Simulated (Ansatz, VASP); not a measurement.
# H15C8S2N3O4F2 in two plane-wave programs, part 2 of 2

One calculation is typed for both programs; each brings its own data sets. How far apart do they land? Of the first pair: The structure shown is the start of the Ansatz relaxation below; VASP solves that cell, so the two are compared at the walk's first step.

VASP 6.6.1 and Ansatz 0.2.0.

So far: The structure; Ansatz: relaxation, LDA.

### Step 3. VASP: single point, LDA, start cell, pair 1

Level of this step: LDA; plane waves and PAW (C, N, H, S, O, F) (VASP).

The same cell, functional (in two slightly different forms), mesh and smearing now go to VASP, with its own data sets.

Lines of VASP's logs that name or quote its potential files are left out, and so is its time.

File INCAR:

```
SYSTEM = H15C8S2N3O4F2
PREC = Accurate
ENCUT = 520
EDIFF = 1E-06
NELM = 120
ISMEAR = -1
SIGMA = 0.025
LREAL = Auto
ALGO = Normal
GGA = PW92
NBANDS = 478
LORBIT = 11
LWAVE = .FALSE.
LCHARG = .FALSE.
ISIF = 2
LASPH = .TRUE.
GGA_COMPAT = .FALSE.
EFERMI = MIDGAP
```

File POSCAR:

```
H15C8S2N3O4F2
1.0
   13.2979900000      0.0000000000      0.0000000000
    0.0000000000     13.2979900000      0.0000000000
    0.0000000000      0.0000000000     13.2979900000
C N H S O F
48 18 90 12 24 12
Direct
    0.6192590008      0.1596406675      0.9160782945
    0.5012486850      0.1758310842      0.9300728907
    0.4541137420      0.0770868379      0.9443006048
    0.3573472382      0.0661979743      0.0029102143
    0.2231164259      0.0155211427      0.8747637801
    0.1419688239      0.0666491703      0.8322385564
    0.0581817252      0.2343136068      0.8879612633
    0.2220335554      0.1671530810      0.9398488042
    0.3145813766      0.8665971323      0.2141075456
    0.4080165499      0.9279297097      0.2523313674
    0.4877504044      0.8547005976      0.2732217425
    0.5669729034      0.8916234709      0.3491129110
    0.6900817342      0.9845773685      0.2310725155
    0.7144989581      0.0882915388      0.2270117514
    0.6447816550      0.2404122728      0.3107086109
    0.6026474678      0.0707400141      0.3540535073
    0.3686196185      0.4723721405      0.1362536744
    0.2542113507      0.4559410858      0.1547075911
    0.2260867996      0.5361486962      0.2275306268
    0.1338773755      0.5112877961      0.2861334683
    0.0769815589      0.6504216051      0.4047528987
    0.0098135132      0.7243275112      0.4021886014
    0.8808173265      0.7778995171      0.2719433538
    0.0107610248      0.6489627380      0.2486315601
    0.6189281237      0.4833587632      0.7219737720
    0.5706727107      0.3796664007      0.7299825011
    0.6447214955      0.3066929664      0.6795989469
    0.6799373439      0.3289670093      0.5771172937
    0.8244930249      0.4069186396      0.4794634377
    0.9225078377      0.4451800610      0.5038280221
[... 168 atom lines left out ...]
    0.9595284701      0.2278163843      0.1731088683
    0.7213195378      0.4019705234      0.9587163173
    0.0102120696      0.0311626043      0.5655666759
    0.9556181047      0.0722064011      0.2673336346
    0.7531363762      0.5986017436      0.2413597844
    0.6719662144      0.5664690679      0.9582425615
```

File KPOINTS:

```
Automatic mesh
0
Gamma
1 1 1
0 0 0
```

The projector-augmented-wave data sets are C, N, H, S, O and F (LDA family, release 64).

Run with:

```
$ export OMP_NUM_THREADS=3
$ mpirun -np 1 vasp_gam
```

Numbers of over 12 decimals in the logs are rounded to 6 here.

The log of the run:

```text
[banner, memory and clock lines left out]
running    1 mpi-ranks, on    1 nodes
[...]
Offloading initialized ...    1 GPUs detected
[...]
|                                                                             |
|               ----> ADVICE to this user running VASP <----                  |
|                                                                             |
|     You enforced a specific xc type in the INCAR file but a different       |
|     [... a line on the potential file left out ...]
|     I HOPE YOU KNOW WHAT YOU ARE DOING!                                     |
|                                                                             |

 LDA part: xc-table for (Slater(with rela. corr.)+PW92), standard interpolation
 POSCAR, INCAR and KPOINTS ok, starting setup
[...]
entering main loop
       N       E                     dE             d eps       ncg     rms          rms(c)
DAV:   1     0.547324953974E+04    0.54732E+04   -0.36599E+05   964   0.132E+03
DAV:   2    -0.786716627987E+03   -0.62600E+04   -0.59478E+04  1186   0.320E+02
DAV:   3    -0.137649489078E+04   -0.58978E+03   -0.58443E+03  1168   0.103E+02
DAV:   4    -0.139004227223E+04   -0.13547E+02   -0.13471E+02  1200   0.170E+01
[...]
DAV:  18    -0.125011469884E+04    0.13423E-04   -0.22322E-05  1152   0.148E-02    0.101E-02
DAV:  19    -0.125011469908E+04   -0.23498E-06   -0.12388E-05  1152   0.978E-03    0.498E-03
DAV:  20    -0.125011469977E+04   -0.68760E-06   -0.67074E-06  1104   0.543E-03
   1 F= -.12501147E+04 E0= -.12501147E+04  d E =0.000000E+00
```

OUTCAR, selected parts (step 3):

```text
  FREE ENERGIE OF THE ION-ELECTRON SYSTEM (eV)
  ---------------------------------------------------
  free  energy   TOTEN  =     -1250.1146997674 eV

  energy  without entropy=    -1250.1146997674  energy(sigma->0) =    -1250.11469977
```

The run ends at a pressure of -0.66 GPa, with forces up to 6.3 eV/Å.

### Step 4. Side by side

Known differences besides the potentials themselves: the two LDA forms differ slightly; the cutoff is 420 eV in Ansatz and 520 eV in VASP (PREC = Accurate, projectors in real space); VASP's log shows a relativistic correction to its local exchange, Ansatz's none. Total energies have different zeros and are not compared.

Forces on 10 of the 204 atoms, those with the largest forces and the largest differences (eV/Å; atoms numbered as in POSCAR):

| atom | Ansatz x, y, z | VASP x, y, z |
| --- | --- | --- |
| C35 | 4.667, 0.725, -1.117 | 4.632, 0.702, -1.108 |
| C42 | -0.506, 1.692, 4.521 | -0.496, 1.675, 4.488 |
| H145 | 1.620, 0.874, -4.535 | 1.621, 0.874, -4.538 |
| S158 | 0.548, -0.690, -5.428 | 0.684, -0.931, -5.351 |
| S160 | -0.542, 3.935, -0.598 | -0.745, 3.435, -0.774 |
| S161 | -5.323, -1.002, -0.664 | -5.176, -0.812, -0.378 |
| S164 | -1.722, 3.830, -2.926 | -1.488, 3.864, -2.930 |
| S168 | -3.306, 2.185, -5.170 | -3.184, 2.365, -4.839 |
| O175 | -1.513, -3.143, -0.429 | -1.065, -2.630, -0.413 |
| O191 | 0.905, 0.736, 0.205 | 0.632, 0.338, 0.085 |

The forces differ by 85 meV/Å r.m.s., which is 6.6 % of the r.m.s. force of 1.287 eV/Å (both taken over all components).

### Step 5. Ansatz: relaxation, LDA

This run makes the geometry at which the two programs are then compared.

The structure compared here is the end of the Ansatz relaxation.

This is the run of step 2 again, met here at its other cell.

### Step 6. VASP: single point, LDA, relaxed atoms in a fixed cell, pair 2

The same cell, functional (in two slightly different forms), mesh and smearing now go to VASP, with its own data sets.

INCAR is that of step 3.

File POSCAR:

```
H15C8S2N3O4F2
1.0
   13.2979900000      0.0000000000      0.0000000000
    0.0000000000     13.2979900000      0.0000000000
    0.0000000000      0.0000000000     13.2979900000
C N H S O F
48 18 90 12 24 12
Direct
    0.5503500000      0.1879500000      0.9866600000
    0.4378100000      0.1747300000      0.9825400000
    0.4070600000      0.0696300000      0.0127200000
    0.2960300000      0.0566400000      0.0300900000
    0.2530400000      0.0570200000      0.8456500000
    0.1777100000      0.0978800000      0.7897700000
    0.0253800000      0.2006500000      0.8289000000
    0.1530000000      0.1398100000      0.9473500000
    0.3585100000      0.8723000000      0.2350700000
    0.4501700000      0.9086800000      0.2910300000
    0.5351100000      0.8337400000      0.2867200000
    0.6317200000      0.8694700000      0.3343500000
    0.7061500000      0.9665500000      0.1916100000
    0.7193700000      0.0659800000      0.1715000000
    0.6863400000      0.2258600000      0.2663500000
    0.6566100000      0.0529100000      0.3234600000
    0.4192100000      0.4530000000      0.0601900000
    0.3594800000      0.4392500000      0.1556200000
    0.2830700000      0.5219300000      0.1704300000
    0.2139500000      0.5007800000      0.2579200000
    0.1526900000      0.6642400000      0.3303600000
    0.0684300000      0.7211900000      0.3181500000
    0.9118800000      0.7035000000      0.2146800000
    0.0527000000      0.5859100000      0.2251200000
    0.5997800000      0.4686600000      0.8535900000
    0.5233600000      0.3972600000      0.8096200000
    0.5653100000      0.3170900000      0.7403400000
    0.5967400000      0.3511400000      0.6368300000
    0.7321900000      0.4308600000      0.5384300000
    0.8304000000      0.4548400000      0.5526300000
[... 168 atom lines left out ...]
    0.9062500000      0.2215400000      0.1959300000
    0.7816600000      0.3732600000      0.0663000000
    0.9816600000      0.0709600000      0.6462900000
    0.8893100000      0.0331900000      0.3195600000
    0.7844900000      0.5059900000      0.2274600000
    0.7114000000      0.5914100000      0.0335100000
```

KPOINTS is that of step 3.

The log of the run:

```text
[banner, memory and clock lines left out]
running    1 mpi-ranks, on    1 nodes
[...]
Offloading initialized ...    1 GPUs detected
[...]
[... a notice as in an earlier step ...]

 LDA part: xc-table for (Slater(with rela. corr.)+PW92), standard interpolation
 POSCAR, INCAR and KPOINTS ok, starting setup
[...]
entering main loop
       N       E                     dE             d eps       ncg     rms          rms(c)
DAV:   1     0.545564514332E+04    0.54556E+04   -0.36689E+05   980   0.132E+03
DAV:   2    -0.811958180381E+03   -0.62676E+04   -0.59785E+04  1194   0.320E+02
DAV:   3    -0.139059299243E+04   -0.57863E+03   -0.57386E+03  1160   0.103E+02
DAV:   4    -0.140403000884E+04   -0.13437E+02   -0.13362E+02  1208   0.169E+01
[...]
DAV:  19    -0.126843745986E+04   -0.12368E-05   -0.10307E-05  1120   0.105E-02    0.642E-03
DAV:  20    -0.126843746276E+04   -0.28978E-05   -0.13409E-05  1152   0.849E-03    0.385E-03
DAV:  21    -0.126843746329E+04   -0.53590E-06   -0.20721E-06   944   0.246E-03
   1 F= -.12684375E+04 E0= -.12684375E+04  d E =0.000000E+00
```

From OUTCAR (step 6):

```text
  FREE ENERGIE OF THE ION-ELECTRON SYSTEM (eV)
  ---------------------------------------------------
  free  energy   TOTEN  =     -1268.4374632948 eV

  energy  without entropy=    -1268.4374632948  energy(sigma->0) =    -1268.43746329
```

The run ends at a pressure of -0.79 GPa, with forces up to 0.47 eV/Å.

### Step 7. Side by side

Both answers:

```
              quantity  Ansatz   VASP  difference
gap on the k mesh (eV)   4.550  4.549      +0.001
```

Forces on 7 of the 204 atoms, those with the largest forces and the largest differences (eV/Å; atoms numbered as in POSCAR):

```csv
atom,"Ansatz x, y, z","VASP x, y, z"
O172,"-0.016, -0.009, 0.020","-0.146, -0.063, 0.412"
O174,"-0.003, 0.004, -0.010","-0.137, 0.321, -0.313"
O175,"0.019, 0.005, -0.002","0.429, -0.013, -0.037"
O178,"0.001, 0.007, -0.004","0.294, 0.315, -0.033"
O182,"-0.009, 0.007, 0.005","-0.346, 0.275, 0.026"
O189,"0.003, 0.001, -0.006","0.162, 0.349, -0.199"
O192,"0.013, -0.001, 0.004","0.358, -0.113, 0.237"
```

The forces differ by 101 meV/Å r.m.s., where the r.m.s. force is 0.007 eV/Å in Ansatz and 0.101 eV/Å in VASP: the atoms lie near their places of rest in Ansatz, so a percentage would say little (all taken over all components). A gap on the mesh is an upper bound, since the band edges may lie between its points.

### Step 8. Summary of results

```
r.m.s. force difference (single point, LDA, start cell, pair 1)                    : 6.6 % of the r.m.s. force
r.m.s. force difference (single point, LDA, relaxed atoms in a fixed cell, pair 2) : 101 meV/Å
```

In words: The r.m.s. force difference is 101 meV/Å (single point, LDA, relaxed atoms in a fixed cell, pair 2), beyond the 12 meV/Å picked in this series as the mark of a large difference. What causes the difference of the single point, LDA, start cell, pair 1 pair stays open here. What causes the difference of the single point, LDA, relaxed atoms in a fixed cell, pair 2 pair stays open here. Such differences can come from data sets, numerical settings and the points named under the comparisons, not from the functional's error against experiment.

[Lines on the potential files, build, host, timing and source positions are cut from VASP's logs without a mark.]

[Logs are printed without paths, hosts, clocks, repeated set-up lines and the standing remarks that a program may print on its own settings, such as how far it seeks lower states.]

[Hosts, paths, dates, database ids (printed as entryN), source tags and the programs' standing remarks are cut or masked in the printed files.]
